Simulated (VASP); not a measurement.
Consider the following.

```xyz
6
Lattice="4.7467 0.0000 0.0000 0.0000 4.7467 0.0000 0.0000 0.0000 3.1703" Properties=species:S:1:pos:R:3 pbc="T T T"
Zn     0.0000     0.0000     0.0000
Zn     2.3734     2.3734     1.5852
F      1.4379     1.4379     0.0000
F      3.8113     0.9354     1.5852
F      0.9354     3.8113     1.5852
F      3.3088     3.3088     0.0000
```

Method: optB88-vdW, VASP's PBE PAW potentials (set 64) (plane waves; VASP). Run with 520 eV cut-off, Gaussian smearing of 0.050 eV, potentials Zn F.

Problem. Give the energies of bands 15 to 28 at the high-symmetry points, in eV from the valence-band maximum.

Solution. 
| band | Γ | X | M | Z | R | A |
|---|---|---|---|---|---|---|
| 15 | -2.94 | -2.70 | -2.94 | -2.84 | -2.99 | -2.85 |
| 16 | -2.94 | -2.70 | -2.94 | -2.84 | -2.99 | -2.85 |
| 17 | -2.89 | -2.08 | -2.42 | -2.64 | -2.86 | -2.46 |
| 18 | -2.50 | -2.08 | -2.42 | -2.64 | -2.86 | -2.46 |
| 19 | -1.85 | -1.87 | -2.00 | -1.59 | -2.38 | -1.33 |
| 20 | -1.57 | -1.87 | -2.00 | -1.59 | -2.38 | -1.33 |
| 21 | -1.35 | -1.45 | -1.57 | -1.26 | -1.59 | -1.33 |
| 22 | -1.35 | -1.45 | -1.57 | -1.26 | -1.59 | -1.33 |
| 23 | -1.01 | -0.60 | -1.14 | -1.25 | -1.23 | -1.21 |
| 24 | -0.33 | -0.60 | -1.14 | -1.25 | -1.23 | -1.21 |
| 25 | -0.33 | -0.41 | -0.35 | -1.21 | -0.04 | -0.75 |
| 26 | 0.00 | -0.41 | -0.35 | -1.21 | -0.04 | -0.75 |
| 27 | 3.50 | 6.05 | 6.91 | 8.11 | 8.57 | 7.95 |
| 28 | 9.13 | 6.05 | 6.91 | 8.11 | 8.57 | 7.95 |

The gap is direct, 3.50 eV, from the valence maximum at Γ to the conduction minimum at Γ.

Measured: gap 7.50 eV (computed value off by -4.00 eV), as given by Dominik Kurzydłowski et al., Inorganic Chemistry (2020), arXiv:1912.01850 [midpoint of the printed range].

The compound is ZnF2 in the rutile structure. It was relaxed first.
